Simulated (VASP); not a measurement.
All values below come from PBEsol GGA, VASP's PBE PAW potentials (set 64) (plane waves; VASP 6.6.1).

VASP ran on this input.

### INCAR
```
LCHARG = .False.
SIGMA = 0.05
LMAXMIX = 4
ISIF = 3
EDIFF = 1E-6   ! SCF stop (eV)
GGA = PS
IBRION = 2
ENCUT = 500
LWAVE = .False.
NELM = 100   ! most electronic steps
EDIFFG = -0.02   ! ionic stop
LREAL = .False.
NSW = 40   ! most ionic steps
SYSTEM = MgI2
ISMEAR = 0
PREC = Accurate
ALGO = Normal   ! blocked Davidson
LASPH = .True.
```

POSCAR:
```
MgI2
1
    2.0640070650    -3.5749646849     0.0000000000
    2.0640070650     3.5749646849     0.0000000000
   -0.0000000000     0.0000000000     6.9999352948
Mg I
1 2
Direct
  0.0000000000   0.0000000000   1.0000000000
  0.3333330000   0.6666670000   0.2382637304
  0.6666670000   0.3333330000   0.7617362696
```

KPOINTS:
```
Regular mesh
0
gamma
  6 6 3
0 0 0
```

POTCAR, in this order: Mg I (PBE.64 set). Program: vasp_std.

Output of the run:

OUTCAR:
```
 ion  position               nearest neighbor table
   1  0.000  0.000  0.000-   2 2.91   3 2.91   3 2.91   2 2.91   3 2.91   2 2.91
   2  0.333  0.667  0.238-   1 2.91   1 2.91   1 2.91
   3  0.667  0.333  0.762-   1 2.91   1 2.91   1 2.91
  LATTYP: Found a hexagonal cell.
 ALAT       =     4.1280137673
 C/A-ratio  =     1.6957151040
 Subroutine PRICEL returns:
 Original cell was already a primitive cell.
 Subroutine GETGRP returns: Found 12 space group operations
The static configuration has the point symmetry D_3d.
The dynamic configuration has the point symmetry D_3d.
 Subroutine INISYM returns: Found 12 space group operations
 Subroutine IBZKPT returns following result:
 Found     17 irreducible k-points:

 Following reciprocal coordinates:
            Coordinates               Weight
  0.000000  0.000000  0.000000      1.000000
  0.166667  0.000000  0.000000      6.000000
  0.333333  0.000000  0.000000      6.000000
  0.500000  0.000000  0.000000      3.000000
  0.166667  0.166667  0.000000      6.000000
  0.333333  0.166667  0.000000     12.000000
  0.333333  0.333333  0.000000      2.000000
  0.000000  0.000000  0.333333      2.000000
  0.166667  0.000000  0.333333      6.000000
  0.000000  0.166667  0.333333      6.000000
  0.333333  0.000000  0.333333      6.000000
  0.000000  0.333333  0.333333      6.000000
  0.500000  0.000000  0.333333      6.000000
  0.166667  0.166667  0.333333     12.000000
  0.333333  0.166667  0.333333     12.000000
 -0.166667  0.500000  0.333333     12.000000
  0.333333  0.333333  0.333333      4.000000
   k-points           NKPTS =     17   k-points in BZ     NKDIM =     17   number of bands    NBANDS=     12
   number of dos      NEDOS =    301   number of ions     NIONS =      3
   total plane-waves  NPLWV =  48600
   dimension x,y,z NGX =    30 NGY =   30 NGZ =   54
   dimension x,y,z NGXF=    60 NGYF=   60 NGZF=  108
...
```

### OSZICAR
```
       N       E                     dE             d eps       ncg     rms          rms(c)
DAV:   1     0.768904887418E+02    0.76890E+02   -0.57055E+03   408   0.101E+03
DAV:   2    -0.239979812715E+01   -0.79290E+02   -0.73716E+02   568   0.152E+02
DAV:   3    -0.845429019889E+01   -0.60545E+01   -0.60363E+01   520   0.495E+01
DAV:   4    -0.857374894988E+01   -0.11946E+00   -0.11945E+00   560   0.851E+00
DAV:   5    -0.857544169787E+01   -0.16927E-02   -0.16927E-02   500   0.959E-01    0.404E+00
DAV:   6    -0.845320272501E+01    0.12224E+00   -0.13272E-01   452   0.197E+00    0.269E+00
DAV:   7    -0.842408355871E+01    0.29119E-01   -0.12424E-01   476   0.192E+00    0.618E-01
DAV:   8    -0.842184257402E+01    0.22410E-02   -0.92612E-03   468   0.579E-01    0.228E-01
DAV:   9    -0.842183351641E+01    0.90576E-05   -0.70176E-04   512   0.190E-01    0.913E-02
DAV:  10    -0.842182514361E+01    0.83728E-05   -0.29758E-05   492   0.444E-02    0.379E-02
DAV:  11    -0.842182775056E+01   -0.26070E-05   -0.86361E-06   464   0.201E-02    0.293E-02
DAV:  12    -0.842182767961E+01    0.70951E-07   -0.10012E-06   376   0.589E-03
   1 F= -.84218277E+01 E0= -.84218277E+01  d E =-.842183E+01
```

### OUTCAR
```
------------------------ aborting loop because EDIFF is reached ----------------------------------------
  FORCE on cell =-STRESS in cart. coord.  units (eV):
  Direction    XX          YY          ZZ          XY          YZ          ZX
  --------------------------------------------------------------------------------------
  Total        0.0214087      0.0214087      0.0285503     -0.0000000      0.0000000     -0.0000000
  in kB        0.3320432      0.3320431      0.4428068     -0.0000000      0.0000000     -0.0000000
  external PRESSURE =       0.3689643 kB  Pullay stress =       0.0000000 kB
  volume of cell :      103.30
      direct lattice vectors                 reciprocal lattice vectors
     2.064007065 -3.574964685  0.000000000     0.242247233 -0.139861521  0.000000000
     2.064007065  3.574964685  0.000000000     0.242247233  0.139861521  0.000000000
     0.000000000  0.000000000  6.999935295     0.000000000  0.000000000  0.142858463
 POSITION                                       TOTAL-FORCE (eV/Angst)
 -----------------------------------------------------------------------------------
      0.00000      0.00000      0.00000         0.000000     -0.000000      0.000000
      2.06401      1.19166      1.66783        -0.000000     -0.000000      0.000773
      2.06401     -1.19166      5.33210        -0.000000      0.000000     -0.000773
 -----------------------------------------------------------------------------------
    total drift:                               -0.000000     -0.000000      0.000000
  FREE ENERGIE OF THE ION-ELECTRON SYSTEM (eV)
  ---------------------------------------------------
  free  energy   TOTEN  =        -8.4218276796 eV

  energy  without entropy=       -8.4218276796  energy(sigma->0) =       -8.42182768

 reached required accuracy - stopping structural energy minimisation
```
(Selected blocks of OUTCAR.)

Without a dispersion term in the relaxation, distances and binding between the weakly bound layers, chains or molecules are unreliable, and so is what depends on them.

The compound is MgI2 in the 1T layered structure. It was relaxed first.
